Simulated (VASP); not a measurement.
Given:

```
WSe2
1.0
    1.63108    -2.82512     0.00000
    1.63108     2.82512     0.00000
    0.00000     0.00000    13.95893
W Se
2 4
Direct
  0.33333   0.66667   0.25000
  0.66667   0.33333   0.75000
  0.33333   0.66667   0.86798
  0.66667   0.33333   0.36798
  0.66667   0.33333   0.13202
  0.33333   0.66667   0.63202
```

Computed with PW91 GGA, VASP's PBE PAW potentials (set 64) (plane waves; VASP). Settings: 520 eV cut-off, 8×8×2 Γ-centred mesh, Gaussian smearing of 0.050 eV, potentials W_sv Se.

Without a dispersion term in the relaxation, distances and binding between the weakly bound layers, chains or molecules are unreliable, and so is what depends on them.

### Question
The ions and cell shape at fixed volume are relaxed. What does this cell relax into?

### Answer

```
WSe2
1.0
    1.65874    -2.87303     0.00000
    1.65874     2.87303     0.00000
    0.00000     0.00000    13.49724
W Se
2 4
Direct
  0.33333   0.66667   0.25000
  0.66667   0.33333   0.75000
  0.33333   0.66667   0.87469
  0.66667   0.33333   0.37469
  0.66667   0.33333   0.12531
  0.33333   0.66667   0.62531
```
Space group P6_3/mmc (194), at a tolerance of 0.03 Å.

### Question
How much energy does the relaxation gain?

### Answer
The energy (σ→0) changes by -30.0 meV/atom, in 8 ionic steps.

The compound is WSe2 in the 2H layered structure. This cell is one point of a volume scan, at 0.94 of the reference volume. Symmetry was kept, so distortions that lower it aren't found.
